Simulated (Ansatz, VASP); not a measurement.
# Zn (Zinc): VASP beside Ansatz

Aim: how closely do two programs agree when they are given the same cell, functional and k mesh? The cell is taken from a series of runs on this material, whose earlier steps may have relaxed, scaled, displaced or heated it; both programs get it as it stands.

Program: Ansatz 0.2.0. Level of theory: plane waves, with VASP 6.6.1 beside it; relaxation of cell and atoms at PBE with D3(BJ) and zone-centre phonons at PBE with D3(BJ). Results are calculated unless marked as measured.

### Step 1. The starting structure

Symmetry: P6_3/mmc, No. 194, hexagonal system. The conventional cell has a = 2.601 Å, b = 2.601 Å, c = 4.902 Å, α = 90.00°, β = 90.00°, γ = 120.00°. Zn has 12 Zn at 2.60 to 2.87 Å nearest.

### Step 2. VASP: relaxation of cell and atoms, PBE with D3(BJ)

The relaxed volume is the usual yardstick between codes: in a stiff, nearly cubic crystal its relative difference is about their pressure difference at one cell divided by the bulk modulus.

Lines of VASP's logs that name or quote its potential files are left out, and so is its time.

INCAR reads:

```
SYSTEM = Zn
PREC = Accurate
ENCUT = 500
EDIFF = 1E-07
NELM = 120
ISMEAR = 1
SIGMA = 0.2
LREAL = .FALSE.
ALGO = Normal
GGA = PE
IVDW = 12
NBANDS = 18
LORBIT = 11
LWAVE = .FALSE.
LCHARG = .FALSE.
ISIF = 3
IBRION = 2
NSW = 80
EDIFFG = -0.005
LASPH = .TRUE.
GGA_COMPAT = .FALSE.
NELMIN = 4
KPAR = 2
```

POSCAR reads:

```
Zn
1.0
    2.6010710000      0.0000000000      0.0000000000
   -1.3005360000      2.2525940000      0.0000000000
    0.0000000000      0.0000000000      4.9016500000
Zn
2
Direct
    0.3333333875      0.6666665187      0.2499998980
    0.6666669970      0.3333334813      0.7499998980
```

KPOINTS reads:

```
Automatic mesh
0
Gamma
24 24 10
0 0 0
```

PAW data sets: Zn (PBE family, release 64).

On the command line:

```console
$ mpirun -np 2 vasp_std
```

Numbers of over 12 decimals in the logs are rounded to 6 here.

The program printed:

```text
[banner, memory and clock lines left out]
running    2 mpi-ranks, on    1 nodes
 distrk:  each k-point on    1 cores,    2 groups
 distr:  one band on    1 cores,    1 groups

 POSCAR found type information on POSCAR Zn
 POSCAR found :  1 types and       2 ions
 LDA part: xc-table for (Slater+PW92), standard interpolation
 POSCAR, INCAR and KPOINTS ok, starting setup
 FFT: planning ... GRIDC
 FFT: planning ... GRID_SOFT
 FFT: planning ... GRID
 WAVECAR not read
 entering main loop
       N       E                     dE             d eps       ncg     rms          rms(c)
DAV:   1     0.104973552752E+03    0.10497E+03   -0.12306E+04 13664   0.209E+03
DAV:   2     0.163303373831E+01   -0.10334E+03   -0.10057E+03 13262   0.293E+02
DAV:   3    -0.241002560388E+01   -0.40431E+01   -0.40303E+01 14904   0.663E+01
DAV:   4    -0.243069522172E+01   -0.20670E-01   -0.20663E-01 14564   0.475E+00
DAV:   5    -0.243072157311E+01   -0.26351E-04   -0.26351E-04 14118   0.152E-01    0.455E+00
DAV:   6    -0.220561501687E+01    0.22511E+00   -0.93107E-01 14204   0.210E+01    0.330E+00
DAV:   7    -0.219439939032E+01    0.11216E-01   -0.31474E-02 16874   0.312E+00    0.168E+00
DAV:   8    -0.218913279797E+01    0.52666E-02   -0.18777E-03 17772   0.712E-01    0.485E-02
DAV:   9    -0.218913550091E+01   -0.27029E-05   -0.26542E-04 17802   0.223E-01    0.338E-02
DAV:  10    -0.218913849469E+01   -0.29938E-05   -0.26115E-05 13612   0.642E-02    0.309E-03
DAV:  11    -0.218913830306E+01    0.19164E-06   -0.10913E-07 11924   0.315E-03    0.194E-03
DAV:  12    -0.218913793271E+01    0.37034E-06   -0.27010E-08  7276   0.370E-03    0.173E-04
DAV:  13    -0.218913792586E+01    0.68508E-08   -0.71703E-09  6976   0.757E-04
   1 F= -.30431749E+01 E0= -.30433148E+01  d E =-.304317E+01
[...]
2 F= -.30437369E+01 E0= -.30439996E+01  d E =-.561974E-03
[...]
3 F= -.30437367E+01 E0= -.30440013E+01  d E =-.561817E-03
[...]
4 F= -.30438856E+01 E0= -.30442027E+01  d E =-.148901E-03
[...]
5 F= -.30439187E+01 E0= -.30442560E+01  d E =-.181953E-03
[...]
6 F= -.30439120E+01 E0= -.30442754E+01  d E =-.175227E-03
 curvature:  -0.93 expect dE=-0.214E-04 dE for cont linesearch -0.200E-04
 ZBRENT: bracketing found
 ZBRENT: interpolating
 opt :   1.8476  next Energy=    -3.043927 (dE=-0.191E-03)
 bond charge predicted
       N       E                     dE             d eps       ncg     rms          rms(c)
DAV:   1    -0.219238811628E+01   -0.18623E-02   -0.11188E-02 14826   0.153E+00    0.196E-01
DAV:   2    -0.219173639167E+01    0.65172E-03   -0.19787E-03 15202   0.917E-01    0.835E-02
DAV:   3    -0.219161281503E+01    0.12358E-03   -0.63886E-05 14588   0.132E-01    0.429E-02
DAV:   4    -0.219157159833E+01    0.41217E-04   -0.37310E-05 18398   0.932E-02    0.501E-03
DAV:   5    -0.219157235453E+01   -0.75620E-06   -0.62990E-06 13972   0.298E-02    0.155E-03
DAV:   6    -0.219157233978E+01    0.14747E-07   -0.37880E-07 13018   0.105E-02
   7 F= -.30439275E+01 E0= -.30442777E+01  d E =-.190807E-03
 curvature:  -0.40 expect dE=-0.198E-06 dE for cont linesearch -0.502E-07
 trial: gam= 0.00833 g(F)=  0.132E-42 g(S)=  0.495E-06 ort =-0.544E-05 (trialstep = 0.117E+01)
 search vector abs. value=  0.420E-06
 reached required accuracy - stopping structural energy minimisation
```

OUTCAR, selected parts (step 2):

```text
ion  position               nearest neighbor table
   1  0.333  0.667  0.250-   2 2.87   2 2.87   2 2.87   2 2.87   2 2.87   2 2.87
   2  0.667  0.333  0.750-   1 2.87   1 2.87   1 2.87   1 2.87   1 2.87   1 2.87

  LATTYP: Found a hexagonal cell.
 ALAT       =     2.6010710000
 C/A-ratio  =     1.8844737418

 Subroutine GETGRP returns: Found 24 space group operations
 (whereof 12 operations were pure point group operations)

The static configuration has the point symmetry D_3d.
 The point group associated with its full space group is D_6h.

 Found    366 irreducible k-points:

   k-points           NKPTS =    366   k-points in BZ     NKDIM =    366   number of bands    NBANDS=     18

   dimension x,y,z NGX =    20 NGY =   20 NGZ =   36
   dimension x,y,z NGXF=    40 NGYF=   40 NGZF=   72

   ENCUT  =  500.0 eV  36.75 Ry    6.06 a.u.   4.74  4.74  8.94*2*pi/ulx,y,z

   NELECT =      24.0000    total number of electrons

 k-points in reciprocal lattice and weights: Automatic mesh
   0.00000000  0.00000000  0.00000000       0.000
   0.04166667  0.00000000  0.00000000       0.001
   0.08333333 -0.00000000  0.00000000       0.001
   0.12500000 -0.00000000  0.00000000       0.001
   0.16666667  0.00000000  0.00000000       0.001
   0.20833333 -0.00000000  0.00000000       0.001
   0.25000000 -0.00000000  0.00000000       0.001
   0.29166667 -0.00000000  0.00000000       0.001
   0.33333333  0.00000000  0.00000000       0.001
[...]
0.33333333  0.29166667  0.50000000       0.002
   0.33333333  0.33333333  0.50000000       0.000

 Edisp (eV)   -0.85339

 average (electrostatic) potential at core
       1 -36.6250       2 -36.6250

 E-fermi :   3.5039

 k-point     1 :       0.0000    0.0000    0.0000
  band No.  band energies     occupation
    ...
      9      -3.8923      2.00000
     10      -3.6678      2.00000
     11      -3.6678      2.00000
     12      -0.4241      2.00000
     13       0.4645      2.00000
     14      17.4745      0.00000
     15      21.2219      0.00000
     16      21.8104      0.00000
     17      21.8104      0.00000
     18      23.2893      0.00000

 k-point     2 :       0.0417    0.0000    0.0000
  band No.  band energies     occupation
    ...
      9      -3.8977      2.00000
     10      -3.7048      2.00000
     11      -3.6671      2.00000
     12      -0.3322      2.00000
     13       0.4909      2.00000
     14      17.5348      0.00000
     15      20.5500      0.00000
     16      21.1670      0.00000
     17      21.2436      0.00000
     18      22.5472      0.00000

 k-point     3 :       0.0833   -0.0000    0.0000
  band No.  band energies     occupation
    ...
      9      -3.9131      2.00000
     10      -3.7972      2.00000
     11      -3.6656      2.00000
     12      -0.0695      2.00000
     13       0.5721      2.00000
     14      17.7124      0.00000
     15      18.5453      0.00000
     16      20.1255      0.00000
     17      21.1239      0.00000
     18      22.0048      0.00000

 Edisp (eV)   -0.85236

  Total      -0.00290    -0.00290     0.00193     0.00000    -0.00000     0.00000
  in kB      -0.16137    -0.16137     0.10737     0.00000    -0.00000     0.00000
  external pressure =       -0.07 kB  Pullay stress =        0.00 kB

  energy-cutoff  :      500.00
  volume of cell :       28.77
      direct lattice vectors                 reciprocal lattice vectors
     2.611095389 -0.000000002 -0.000000000     0.382981030  0.221114243  0.000000000
    -1.305548198  2.261275382 -0.000000000     0.000000000  0.442228314  0.000000000
     0.000000000 -0.000000000  4.872214622     0.000000000  0.000000000  0.205245474

 POSITION                                       TOTAL-FORCE (eV/Angst)
 -----------------------------------------------------------------------------------
     -0.00000      1.50752      1.21805        -0.000000      0.000000      0.000000
      1.30555      0.75376      3.65416         0.000000     -0.000000      0.000000
 -----------------------------------------------------------------------------------
    total drift:                               -0.000069      0.000007      0.000074

  FREE ENERGIE OF THE ION-ELECTRON SYSTEM (eV)
  ---------------------------------------------------
  free  energy   TOTEN  =        -3.0439275320 eV

  energy  without entropy=       -3.0449780955  energy(sigma->0) =       -3.04427772

 reached required accuracy - stopping structural energy minimisation

 total charge
# of ion       s       p       d       tot
------------------------------------------
    1        0.601   0.488   9.723  10.812
    2        0.601   0.488   9.723  10.812
--------------------------------------------------
tot          1.201   0.976  19.446  21.624

[... 3 further parts left out ...]
```

CONTCAR:

```
Zn
   1.00000000000000
     2.6110953890644799   -0.0000000022218929   -0.0000000000000000
    -1.3055481983834294    2.2612753817453668   -0.0000000000000000
     0.0000000000000000   -0.0000000000000000    4.8722146217154592
  Zn
     2
Direct
     0.3333333874999980    0.6666665186999978    0.2499998979999987
     0.6666669970000001    0.3333334813000022    0.7499998979999987
```

Dispersion corrections of this kind ignore metallic screening and tend to overbind metals. The run keeps the 24 symmetry operations of its start, so it cannot find a distortion of lower symmetry.

### Step 3. Ansatz: relaxation of cell and atoms, PBE with D3(BJ)

Ansatz runs on its PAW soft_1 files.

The same cell, functional, mesh and smearing now go to Ansatz, which takes its cutoff from its data sets.

input.yaml reads:

```yaml
crystal:
  lattice:
    - [2.6010714709, 0.0, 0.0]
    - [-1.3005357354, 2.2525939708, 0.0]
    - [0.0, 0.0, 4.9016496721]
  atoms:
    - { symbol: Zn, position: [0.3333333333, 0.6666666667, 0.25] }
    - { symbol: Zn, position: [0.6666666667, 0.3333333333, 0.75] }
kpoints:
  mp_grid: { grid: [24, 24, 10] }
hamiltonian:
  xc: pbe
  dispersion: d3bj
  pseudopotentials: { kind: paw, azcp: { folder: soft_1 } }
scf:
  occupations: { method: methfessel_paxton, width: 0.2 }
output:
  forces: true
  stress: true
  eigenvalues: true
relax:
  adjacent_minimum: "off"
  f_tol: 0.001
  max_steps: 60
  cell: { stress_tol: 0.01 }
```

On the command line:

```console
$ ansatz run input.yaml --threads 4 --pin off --max-ram 15360MiB --backend cpu --events-out ev --progress --plain --runs-dir out
```

The program printed:

```text
Engine: ansatz 0.2.0, aarch64-unknown-linux-gnu
Pseudopotentials: kind: paw
Pseudopotential: Zn, paw, valence charge 12, recommended cutoff 420 eV (normal), soft_1/Zn.paw.azcp
Functional definition: PBE
  parameter kappa = 0.804
  parameter beta = 0.066725
  exchange = pbe_x(kappa = kappa, mu = beta*pi^2/3)
  correlation = pbe_c(beta = beta)
Crystal: 2 atoms, lattice volume = 28.720 Å³
Basis set: ecut = 420 eV, 563 PW (Γ), exchange–correlation on 36×36×72 points (8 copies of the dense FFT grid, shifted against one another)
Bands: 16, of which v1, the nominal top of the filled ones, is band 12 counted from 1 (11 counted from 0)
Symmetry: 24 space group operations
Space group: P63/mmc (ITA 194), of the structure as read, at distance tolerance 3.1e-5 Å
k-points: 366 of 5760
Non-local potential: Zn, projectors of the file, l = 0: 2, l = 1: 2, l = 2: 3, l = 3: 1
PAW form: soft (Blöchl's): semilocal exchange-correlation on the pseudo side does not see the compensation charge
PAW one-centre angular grid: Zn, 590 points (default); XC on 64 Gauss nodes
Initial density: superposition of atomic densities (chi_scale 0.1, normalization cell)
Initial wavefunctions: pseudopotential atomic-orbital guess
Functional: x = pbe(κ = 0.804, μ = 0.219515), c = pbe(β = 0.066725)
SCF iter   1: F=—  HF=-6639.136084 eV  |F-HF|=—  |Δ(HF+E_count)|=         —  Δρ=6.19e-2  dr2=8.51e-1  ethr=3.10e-3  ⟨swp⟩=5.7  Hψ=34367  notcnv=0
preconditioner: auto → none  [metal: Δε(μ)=0.039 eV  Ē_g=12.797 eV  σ=0.200 eV  W_gap=0.16  n_scr=4 (ndim 8)  ℏωp=33.9 eV  f_vac=0.000  D(μ)=0.31/eV (n_scr^D=2)  sad-step TF]
SCF iter   2: F=—  HF=-6638.932273 eV  |F-HF|=—  |Δ(HF+E_count)|=   2.04e-1  S|Δr|=    0.00e0  Δρ=2.37e-2  dr2=8.00e-2  ethr=3.10e-3  ⟨swp⟩=2.0  Hψ=14273  notcnv=0  defer=7
SCF iter   3: F=—  HF=-6638.894351 eV  |F-HF|=—  |Δ(HF+E_count)|=   3.79e-2  S|Δr|=    0.00e0  Δρ=1.07e-2  dr2=2.34e-2  ethr=3.33e-4  ⟨swp⟩=2.0  Hψ=13046  notcnv=0  defer=7
SCF iter   4: F=—  HF=-6638.894619 eV  |F-HF|=—  |Δ(HF+E_count)|=   2.68e-4  S|Δr|=    0.00e0  Δρ=5.17e-3  dr2=2.28e-3  ethr=9.74e-5  ⟨swp⟩=2.4  Hψ=9766  notcnv=0  defer=7
SCF iter   5: F=—  HF=-6638.895577 eV  |F-HF|=—  |Δ(HF+E_count)|=   9.58e-4  S|Δr|=    0.00e0  Δρ=7.67e-4  dr2=5.81e-5  ethr=9.52e-6  ⟨swp⟩=2.0  Hψ=9986  notcnv=0  defer=7
SCF iter   6: F=—  HF=-6638.895596 eV  |F-HF|=—  |Δ(HF+E_count)|=   1.91e-5  S|Δr|=    0.00e0  Δρ=9.65e-5  dr2=9.63e-7  ethr=2.42e-7  ⟨swp⟩=2.0  Hψ=10204  notcnv=0  defer=7
SCF iter   7: F=-6638.895596 eV  HF=-6638.895596 eV  |F-HF|=7.65e-10  |Δ(HF+E_count)|=   2.31e-7  S|Δr|=    0.00e0  Δρ=5.14e-6  dr2=3.11e-9  ethr=4.17e-10  ⟨swp⟩=7.1  Hψ=32176  notcnv=0
SCF 1 converged in 7 iterations: F = -6638.895596 eV  dr2 = 3.11e-9
  greatest PAW one-centre occupation: 0.981 electrons in one spin orbital (limit 2), on the Zn atom at site 1 (counted from 0), in its partial waves of l = 2
relax step   1: F+E_penalty+E_count = -6638.89559613 eV  Δ(F+E_penalty+E_count) = +0.000e0 eV  max|allowed force component| = 2.035e-16 eV/Å  Δτ_max = 0.0000 Å  P = +0.002 GPa  Ω = 28.720 Å³  (7 SCF iters, dr2 threshold 1.00e-7 eV, accepted)
[...]
relax step   2: F+E_penalty+E_count = -6638.89595093 eV  Δ(F+E_penalty+E_count) = -3.548e-4 eV  max|allowed force component| = 2.498e-16 eV/Å  Δτ_max = 0.0000 Å  P = +0.048 GPa  Ω = 28.667 Å³  energy of the carried Pulay correction = +3.613e-5 eV  (4 SCF iters, dr2 threshold 2.00e-7 eV, accepted)
[...]
relax step   3: F+E_penalty+E_count = -6638.89607141 eV  Δ(F+E_penalty+E_count) = -1.205e-4 eV  max|allowed force component| = 1.665e-16 eV/Å  Δτ_max = 0.0000 Å  P = -0.077 GPa  Ω = 28.657 Å³  energy of the carried Pulay correction = +2.937e-5 eV  (4 SCF iters, dr2 threshold 2.00e-7 eV, accepted)
[...]
relax step   4: F+E_penalty+E_count = -6638.89610789 eV  Δ(F+E_penalty+E_count) = -3.648e-5 eV  max|allowed force component| = 2.405e-16 eV/Å  Δτ_max = 0.0000 Å  P = +0.031 GPa  Ω = 28.629 Å³  energy of the carried Pulay correction = +5.707e-5 eV  (4 SCF iters, dr2 threshold 3.39e-8 eV, accepted)
[...]
relax step   5: F+E_penalty+E_count = -6638.89609941 eV  Δ(F+E_penalty+E_count) = +8.489e-6 eV  max|allowed force component| = 3.331e-16 eV/Å  Δτ_max = 0.0000 Å  P = +0.000 GPa  Ω = 28.640 Å³  energy of the carried Pulay correction = +4.754e-5 eV  (4 SCF iters, dr2 threshold 2.63e-9 eV, accepted)
[...]
relax step   6: F+E_penalty+E_count = -6638.89605120 eV  Δ(F+E_penalty+E_count) = +4.820e-5 eV  max|allowed force component| = 1.850e-16 eV/Å  Δτ_max = 0.0000 Å  P = -0.001 GPa  Ω = 28.640 Å³  stress off target by 2.54e-3 GPa  SCF on the basis re-selected at this cell (its energy is not comparable with the rows above)  (6 SCF iters)
basis re-selected at this cell: Δ(F+E_penalty+E_count) = +4.820e-5 eV, ΔP = -0.001 GPa vs the last step (what re-selecting the basis moved, of the pressure what is left beyond the Pulay correction that the steps carried, after the strain that the cell walked since its last selection, with what the two solves' SCF thresholds leave and, on support functions, any second-order correction that the steps lacked; it is no m [...]
SCF converged after 6 iterations
Stability not checked: this state was not tested for a lower state beside it, because cold or Methfessel-Paxton smearing, or corrected tetrahedra, fill the levels in a way that the test cannot read (fill_not_monotonic; see scf.lower_state_search)
Free energy (F): -6638.896051 eV
Harris-Foulkes:  -6638.896051 eV  (|F-HF|=1.82e-12)
Internal energy: -6638.897024 eV  (E = F + TS)
E sigma→0 (E₀):  -6638.896294 eV
Entropy (-TS):   0.000973 eV (0.486 meV/atom)
Fermi energy:    11.897543 eV
--- Per-component energies (eV) ---
  E_band       = 114.577146
  E_kinetic    = 296.224246
  E_local      = -3440.311414  (includes V_loc(G=0)·N_el)
  E_nonlocal   = 1633.205645
  E_hartree    = 1281.359750
  E_xc         = -158.142925
  E_vxc        = -103.810603  (∫ρ·V_xc dr)
  E_paw        = -3791.337234  (= ΣΔE_a)
  E_vpaw       = -833.449729  (= ΣTr[D̂ρ^β])
  E_aug_tail   = -0.000506  (compensation charges beyond the density's cutoff)
  E_ewald      = -2459.038059
  E_disp       = -0.856526  (pairwise vdW)
  E_smearing   = 0.000973  (= −TS)
  E_closure    = 0.000000  (closes the sum)
  Σ components = -6638.896051   (vs F -6638.896051, Δ=0.00e0)
--- Forces (eV/Å), atoms counted from 1 ---
  atom   1  Zn     0.00000000    -0.00000000     0.00000000
  atom   2  Zn    -0.00000000     0.00000000    -0.00000000
  max |Σ_I F_I| component: 0.00e0 eV/Å
--- Stress (GPa, compression-positive) ---
       -0.002536      -0.000000       0.000000
       -0.000000      -0.002536       0.000000
        0.000000       0.000000       0.002133
  P = ⅓ Tr σ = -0.0010 GPa (-0.010 kbar)
--- Band table (eV; the first three rows and the last of 366) ---
  k-point 0: bands = [... 8 lower, 4.5343, 4.7604, 4.7604, 7.9447, 8.8711, 25.7727, 29.4451, 30.2046]
  k-point 1: bands = [... 8 lower, 4.5420, 4.7565, 4.7565, 7.0796, 9.8743, 24.6264, 30.2683, 30.2683]
  k-point 2: bands = [... 8 lower, 4.5634, 4.7448, 4.7448, 6.0240, 11.3511, 22.6290, 30.4564, 30.4564]
  k-point 365: bands = [... 8 lower, 4.7482, 4.7482, 12.8846, 12.8846, 13.7761, 13.7761, 14.3585, 14.3585]
--- Relaxed structure (5 steps of the walk, 5 accepted, 1 SCFs on fresh bases) ---
  F+E_penalty+E_count = -6638.89605120 eV   max|allowed force component| = 1.850e-16 eV/Å   (the final SCF, on the basis selected at the relaxed cell)
  cell:  # Å, volume = 28.6396 Å³
    - [2.606225, -2.892475170437599e-11, 0]
    - [-1.303113, 2.257057, -1.9770000515240871e-19]
    - [0, -4.3019566685004386e-19, 4.868688]
  atoms:
    - { symbol: Zn, position: [0.333333, 0.666667, 0.250000] }
    - { symbol: Zn, position: [0.666667, 0.333333, 0.75] }
```

### Step 4. Differences

Known differences besides the potentials themselves: the cutoff is 420 eV in Ansatz and 500 eV in VASP; Ansatz adds a Pulay correction to the stress that steers its cell, VASP none. Total energies have different zeros and are not compared.

Compared:

```csv
quantity,Ansatz,VASP,difference
volume (Å³),28.64,28.77,-0.44 %
"edge a after relaxation, in the typed setting (Å)",2.606,2.611,-0.19 %
"edge c after relaxation, in the typed setting (Å)",4.869,4.872,-0.07 %
```

(Continued in part 2 of 2.)

[Lines on the potential files, build, host, timing and source positions are cut from VASP's logs without a mark.]

[Logs are printed without paths, hosts, clocks, repeated set-up lines and the standing remarks that a program may print on its own settings, such as how far it seeks lower states.]

[Hosts, paths, dates, database ids (printed as entryN), source tags and the programs' standing remarks are cut or masked in the printed files.]
